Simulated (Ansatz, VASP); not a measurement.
# ZnO (zincite): VASP beside Ansatz, part 3 of 3

Wanted: the spread between two codes on one cell, functional and k mesh. The cell is taken from a series of runs on this material, whose earlier steps may have relaxed, scaled, displaced or heated it; both programs get it as it stands.

VASP 6.6.1 and Ansatz 0.2.0.

So far: Starting point; VASP: zone-centre phonons, LDA.

## Step 3: Ansatz: zone-centre phonons, LDA

Level of this step: Ansatz beside VASP: Kohn-Sham DFT, plane waves, LDA (Ansatz).

Ansatz runs on its PAW soft_1 files.

The same cell, functional (in two slightly different forms) and mesh now go to Ansatz, which takes its cutoff from its data sets.

Contents of input.yaml:

```yaml
crystal:
  lattice:
    - [3.1213380695, 0.0, 0.0]
    - [-1.5606690348, 2.703158062, 0.0]
    - [0.0, 0.0, 5.0506131379]
  atoms:
    - { symbol: O, position: [0.6666666667, 0.3333333333, 0.3785218494] }
    - { symbol: O, position: [0.3333333333, 0.6666666667, 0.8785218494] }
    - { symbol: Zn, position: [0.3333333333, 0.6666666667, 0.5004881506] }
    - { symbol: Zn, position: [0.6666666667, 0.3333333333, 0.0004881506] }
kpoints:
  mp_grid: { grid: [15, 15, 10] }
hamiltonian:
  xc: lda
  pseudopotentials: { kind: paw, azcp: { folder: soft_1 }, xc_functional: pbe }
scf:
  occupations: { method: fixed }
output:
  eigenvalues: true
phonons:
  method: dfpt
  dielectric: true
  rigid_motions: translations
```

Run with:

```console
ansatz run input.yaml --threads 8 --pin off --max-ram 16384MiB --backend cpu --events-out ev --progress --plain --runs-dir out
```

Numbers of over 12 decimals in the logs are rounded to 6 here.

Output:

```text
Engine: ansatz 0.2.0, aarch64-unknown-linux-gnu
Pseudopotentials: kind: paw
Pseudopotential: O, paw, valence charge 6, recommended cutoff 420 eV (normal), soft_1/O.paw.azcp
Pseudopotential: Zn, paw, valence charge 12, recommended cutoff 420 eV (normal), soft_1/Zn.paw.azcp
Functional definition: SPW92
  exchange = slater_x
  correlation = pw_c
Crystal: 4 atoms, lattice volume = 42.614 Å³
Basis set: ecut = 420 eV, 833 PW (Γ), exchange–correlation on 48×48×72 points (8 copies of the dense FFT grid, shifted against one another)
Bands: 22, of which v1, the nominal top of the filled ones, is band 18 counted from 1 (17 counted from 0)
Symmetry: 12 space group operations
k-points: 608 of 2250 (irreducible under 2 space group operations, time reversal used)
Non-local potential: O, projectors of the file, l = 0: 2, l = 1: 2, l = 2: 1
Non-local potential: Zn, projectors of the file, l = 0: 2, l = 1: 2, l = 2: 3, l = 3: 1
PAW form: soft (Blöchl's): semilocal exchange-correlation on the pseudo side does not see the compensation charge
PAW frozen core: O, regenerated for the run's functional, and the local potential with it (the file was generated under x = pbe(κ = 0.804, μ = 0.219515), c = pbe(β = 0.066725))
PAW frozen core: Zn, regenerated for the run's functional, and the local potential with it (the file was generated under x = pbe(κ = 0.804, μ = 0.219515), c = pbe(β = 0.066725))
PAW one-centre angular grid: O, 110 points (default); XC on 64 Gauss nodes
PAW one-centre angular grid: Zn, 590 points (default); XC on 64 Gauss nodes
Initial density: superposition of atomic densities (chi_scale 0.1, normalization cell, long waves kept (reshape's long-wave potential 0.00 eV rms))
Initial wavefunctions: pseudopotential atomic-orbital guess
Functional: x = slater, c = lda
SCF iter   1: F=—  HF=-7604.767568 eV  |F-HF|=—  |Δ(HF+E_count)|=         —  Δρ=1.11e-1  dr2=2.84e0  ethr=3.10e-3  ⟨swp⟩=4.8  Hψ=64105  notcnv=0  defer=1132
preconditioner: auto → Resta (q_TF=auto, 2.653 Å⁻¹)  ε∞=6.5  [insulator: Δε(μ)=1.537 eV  Ē_g=14.584 eV  n_scr=22 (ndim 8)  ℏωp=34.1 eV  f_vac=0.000  ε∞_Penn≈6.5]
SCF iter   2: F=—  HF=-7603.988065 eV  |F-HF|=—  |Δ(HF+E_count)|=   7.80e-1  Δρ=2.32e-2  dr2=2.01e-1  ethr=3.10e-3  ⟨swp⟩=2.2  Hψ=30290  notcnv=0  defer=594
SCF iter   3: F=—  HF=-7603.878438 eV  |F-HF|=—  |Δ(HF+E_count)|=   1.10e-1  Δρ=1.88e-2  dr2=1.25e-1  ethr=5.58e-4  ⟨swp⟩=2.0  Hψ=29203  notcnv=0  defer=1191
SCF iter   4: F=—  HF=-7603.858346 eV  |F-HF|=—  |Δ(HF+E_count)|=   2.01e-2  Δρ=7.89e-3  dr2=1.18e-2  ethr=3.48e-4  ⟨swp⟩=2.1  Hψ=24330  notcnv=0  defer=1205
SCF iter   5: F=—  HF=-7603.864097 eV  |F-HF|=—  |Δ(HF+E_count)|=   5.75e-3  Δρ=2.11e-3  dr2=1.38e-3  ethr=3.29e-5  ⟨swp⟩=2.1  Hψ=29252  notcnv=0  defer=1210
SCF iter   6: F=—  HF=-7603.863857 eV  |F-HF|=—  |Δ(HF+E_count)|=   2.40e-4  Δρ=8.18e-4  dr2=1.78e-4  ethr=3.83e-6  ⟨swp⟩=2.0  Hψ=24087  notcnv=0  defer=1214
SCF iter   7: F=—  HF=-7603.863829 eV  |F-HF|=—  |Δ(HF+E_count)|=   2.81e-5  Δρ=1.53e-4  dr2=1.01e-5  ethr=4.95e-7  ⟨swp⟩=2.5  Hψ=23546  notcnv=0  defer=381
SCF iter   8: F=—  HF=-7603.863833 eV  |F-HF|=—  |Δ(HF+E_count)|=   3.83e-6  Δρ=4.41e-5  dr2=6.83e-7  ethr=2.79e-8  ⟨swp⟩=2.1  Hψ=23441  notcnv=0
SCF iter   9: F=—  HF=-7603.863833 eV  |F-HF|=—  |Δ(HF+E_count)|=   1.18e-7  Δρ=7.22e-6  dr2=1.41e-8  ethr=1.90e-9  ⟨swp⟩=2.0  Hψ=22868  notcnv=0
SCF iter  10: F=—  HF=-7603.863833 eV  |F-HF|=—  |Δ(HF+E_count)|=   1.57e-9  Δρ=7.54e-7  dr2=2.16e-10  ethr=3.91e-11  ⟨swp⟩=2.1  Hψ=22625  notcnv=0
SCF iter  11: F=-7603.863833 eV  HF=-7603.863833 eV  |F-HF|=1.82e-12  |Δ(HF+E_count)|=  1.18e-11  Δρ=9.72e-8  dr2=4.41e-12  ethr=1.00e-12  ⟨swp⟩=7.2  Hψ=81292  notcnv=0
SCF 1 converged in 11 iterations: F = -7603.863833 eV  dr2 = 4.41e-12
  greatest PAW one-centre occupation: 0.988 electrons in one spin orbital (limit 2), on the Zn atom at site 3 (counted from 0), in its partial waves of l = 2
NSCF: frozen V_eff on 4 k-points
DFPT response loops at Γ: preconditioner auto → Resta (q_TF=auto, 2.653 Å⁻¹)  ε∞=8.2 (no band partly filled); β = 1.00, the filter's whole step (`scf.mixing.beta` (0.50) is not read by the response loops at its default; to damp them type it under 1.00, their step now; it binds the ground state too); Broyden in place of MSR1
── the response to a field inside a basis, on 16×16×10 k-points: an SCF that follows is theirs, and a resumed run solves both again ──
Bands: 19, of which v1, the nominal top of the filled ones, is band 18 counted from 1 (17 counted from 0)
k-points: 360 of 2560 (irreducible under 4 space group operations, time reversal used)
Initial density: handed on by an earlier stage of this run
Initial wavefunctions: pseudopotential atomic-orbital guess (no wavefunctions were taken with the density)
Eigensolver: Dense (360 Hₖ)
SCF iter   1: F=—  HF=-7603.865900 eV  |F-HF|=—  |Δ(HF+E_count)|=         —  Δρ=6.53e-4  dr2=2.99e-5  ethr=1.00e-1
preconditioner: auto → Resta (q_TF=auto, 2.653 Å⁻¹)  ε∞=10.8  [insulator: Δε(μ)=1.082 eV  Ē_g=10.902 eV  n_scr=22 (ndim 8)  ℏωp=34.1 eV  f_vac=0.020  ε∞_Penn≈10.8]
SCF iter   2: F=—  HF=-7603.865893 eV  |F-HF|=—  |Δ(HF+E_count)|=   6.51e-6  Δρ=3.88e-4  dr2=2.12e-5  ethr=8.31e-8
SCF iter   3: F=—  HF=-7603.865891 eV  |F-HF|=—  |Δ(HF+E_count)|=   2.72e-6  Δρ=1.11e-4  dr2=8.85e-7  ethr=5.88e-8
SCF iter   4: F=—  HF=-7603.865889 eV  |F-HF|=—  |Δ(HF+E_count)|=   1.61e-6  Δρ=2.64e-5  dr2=1.82e-7  ethr=2.46e-9
SCF iter   5: F=-7603.865889 eV  HF=-7603.865889 eV  |F-HF|=3.55e-8  |Δ(HF+E_count)|=   7.01e-9  Δρ=1.28e-5  dr2=1.62e-8  ethr=5.05e-10
SCF 1 converged in 5 iterations: F = -7603.865889 eV  dr2 = 1.62e-8
DFPT response loops at Γ: preconditioner auto → Resta (q_TF=auto, 2.653 Å⁻¹)  ε∞=7.4 (no band partly filled); β = 1.00, the filter's whole step (`scf.mixing.beta` (0.50) is not read by the response loops at its default; to damp them type it under 1.00, their step now; it binds the ground state too); Broyden in place of MSR1
WARN: field response: ε∞ stands inside a basis, on 16×16×10 points; the force constants stand on the 15×15×10 k-mesh, whose period is 13.49 times the interband length at k = (0.0000, 0.0000, 0.0000), direct gap 0.887 eV, under 14: take them and everything formed from them as unconverged, and compare with a denser kpoints.mp_grid
SCF converged after 11 iterations
Free energy (F): -7603.863833 eV
Harris-Foulkes:  -7603.863833 eV  (|F-HF|=1.82e-12)
Internal energy: -7603.863833 eV  (E = F + TS)
E sigma→0 (E₀):  -7603.863833 eV
Fermi energy:    8.505752 eV
--- Per-component energies (eV) ---
  E_band       = 95.604872
  E_kinetic    = 636.351368
  E_local      = -4276.302981  (includes V_loc(G=0)·N_el)
  E_nonlocal   = 1764.255720
  E_hartree    = 1599.275615
  E_xc         = -297.129861
  E_vxc        = -285.378409  (∫ρ·V_xc dr)
  E_paw        = -3959.481609  (= ΣΔE_a)
  E_vpaw       = -941.873218  (= ΣTr[D̂ρ^β])
  E_aug_tail   = 0.001122  (compensation charges beyond the density's cutoff)
  E_ewald      = -3074.141338
  E_core_change = 3.308130  (= ΣΔE_core)
  E_smearing   = -0.000000  (= −TS)
  E_closure    = -0.000000  (closes the sum)
  Σ components = -7603.863833   (vs F -7603.863833, Δ=0.00e0)
--- Band table (eV; the first three rows and the last of 608) ---
  k-point 0: bands = [... 14 lower, 7.5656, 8.3767, 8.5058, 8.5058, 9.3930, 14.0243, 16.8875, 21.8169]
  k-point 1: bands = [... 14 lower, 7.5887, 8.1271, 8.4833, 8.4833, 9.6768, 13.9268, 16.9697, 21.8151]
  k-point 2: bands = [... 14 lower, 7.6559, 7.6689, 8.4173, 8.4173, 10.2273, 13.6518, 17.2077, 21.5457]
  k-point 607: bands = [... 14 lower, 5.4239, 5.5896, 7.1070, 7.2454, 14.2571, 16.0648, 17.2694, 17.6557]
--- Phonons (Γ-DFPT): 4 representative perturbations + reference, on 608 of 2250 k-points (Σ response iterations 15) ---
  k mesh reduced under 2 symmetry operations, with k and −k counted as one. Each operation leaves every solved perturbation unchanged. A smaller set is not considered because the run solves the response to a homogeneous field
  ASR residual: 3.548e-5 → 0.000e0 eV/Å²; symmetrization residual: 3.493e-6 eV/Å²
  ASR residual per site (eV/Å²): 3.55e-5 3.55e-5 2.28e-5 2.28e-5
  Γ frequencies (cm⁻¹): 0.00 0.00 0.00 75.63 75.63 274.89 442.82 459.48 459.48 495.95 495.95 603.31
  ε∞ (high-frequency dielectric tensor):
        4.873385    -0.000000     0.000000
       -0.000000     4.873385     0.000000
        0.000000     0.000000     4.931958
  ε⁰ (static dielectric tensor: ions relaxed, cell fixed):
        8.425134    -0.000000    -0.000000
       -0.000000     8.425134    -0.000000
       -0.000000    -0.000000     8.976034
  ε⁰ − ε∞ (ionic part):
        3.551749    -0.000000    -0.000000
       -0.000000     3.551749    -0.000000
       -0.000000    -0.000000     4.044076
  softest optical mode at Γ: 75.63 cm⁻¹; the repairs (sum rule, projections) moved no ω² at Γ by more than (1.15 cm⁻¹)²
  Born effective charges Z* (e; rows j = field, columns β = displacement):
    site 0:
        -2.04292    0.00000    0.00000
         0.00000   -2.04292   -0.00000
        -0.00000   -0.00000   -2.10089
    site 1:
        -2.04292    0.00000   -0.00000
         0.00000   -2.04292   -0.00000
        -0.00000   -0.00000   -2.10089
    site 2:
         2.04292   -0.00000    0.00000
        -0.00000    2.04292    0.00000
         0.00000    0.00000    2.10089
    site 3:
         2.04292   -0.00000    0.00000
        -0.00000    2.04292    0.00000
         0.00000    0.00000    2.10089
  Z* charge neutrality: 1.934e-3 e pre-enforcement
  solved inside a basis spanned on kpoints, on 16×16×10 k-points, its susceptibility summed on 26×26×14: ε∞ is read to err by 1.3e-2, Z* by 1.3e-2 e (field_mesh: kpoints solves on kpoints); Z* is corrected for what the basis lacks
  optical modes at Γ without the LO–TO term, one row a degenerate level:
      ω (cm⁻¹)  modes    IR ((D/Å)²/amu)
         75.63      2             0.0000
        274.89      1             0.0000
        442.82      1            15.8443
[...]
optical modes at Γ + LO–TO along q̂ = [1.0000, 0.0000, 0.0000]:
      ω (cm⁻¹)  modes    IR ((D/Å)²/amu)
[...]
optical modes at Γ + LO–TO along q̂ = [0.0000, 1.0000, 0.0000]:
      ω (cm⁻¹)  modes    IR ((D/Å)²/amu)
[...]
603.31      1             0.0000
        604.14      1            14.9819
  optical modes at Γ + LO–TO along q̂ = [0.0000, 0.0000, 1.0000]:
      ω (cm⁻¹)  modes    IR ((D/Å)²/amu)
         75.63      2             0.0000
        274.89      1             0.0000
        459.48      2            29.9639
        495.95      2             0.0000
        597.39      1            15.8443
        603.31      1             0.0000
```

## Step 4: Differences

Known differences besides the potentials themselves: the two LDA forms differ slightly; fixed occupations in Ansatz, narrow Gaussian smearing in VASP; VASP's response is taken on the typed mesh, Ansatz refines its own for the field response alone; the cutoff is 420 eV in Ansatz and 600 eV in VASP; VASP's log shows a relativistic correction to its local exchange, Ansatz's none; VASP's log repeats an internal error in its field response. Total energies have different zeros and are not compared.

The two programs side by side:

```
                                     quantity  Ansatz   VASP  difference
                                        ε∞ xx    4.87   4.84     +0.66 %
                                        ε∞ yy    4.87   4.84     +0.66 %
                                        ε∞ zz    4.93   4.87     +1.28 %
 Born charge of O1 (mean of the diagonal) (e)   -2.06  -2.05       -0.01
Born charge of Zn3 (mean of the diagonal) (e)    2.06   2.05       +0.01
                   optical mode 1 to 2 (cm⁻¹)    75.6   74.7     +1.25 %
                        optical mode 3 (cm⁻¹)   274.9  278.5     -1.28 %
                        optical mode 4 (cm⁻¹)   442.8  455.1     -2.71 %
                   optical mode 5 to 6 (cm⁻¹)   459.5  471.4     -2.53 %
                   optical mode 7 to 8 (cm⁻¹)   495.9  508.4     -2.45 %
                        optical mode 9 (cm⁻¹)   603.3  612.7     -1.53 %
```

Modes are paired by rising frequency, not by their patterns, so a pair may set unlike modes beside each other; they are those without the splitting of longitudinal modes.

## Step 5: Summary of results

```yaml
r_m_s_difference_of_the_optical_zone_centre_modes_each_program_s_sorted_by_frequency_zone_centre_phonons_lda: 9.7 cm⁻¹
difference_in_optical_mode_4_zone_centre_phonons_lda: -2.7 %
```

The r.m.s. difference of the optical zone-centre modes, each program's sorted by frequency is 9.7 cm⁻¹ (zone-centre phonons, LDA). Among the rows given in per cent, the largest difference of the zone-centre phonons, LDA pair is in optical mode 4, -2.7 %. Such differences can come from data sets, numerical settings and the points named under the comparisons, not from the functional's error against experiment.

[Lines on the potential files, build, host, timing and source positions are cut from VASP's logs without a mark.]

[Logs are printed without paths, hosts, clocks, repeated set-up lines and the standing remarks that a program may print on its own settings, such as how far it seeks lower states.]

[Hosts, paths, dates, database ids (printed as entryN), source tags and the programs' standing remarks are cut or masked in the printed files.]
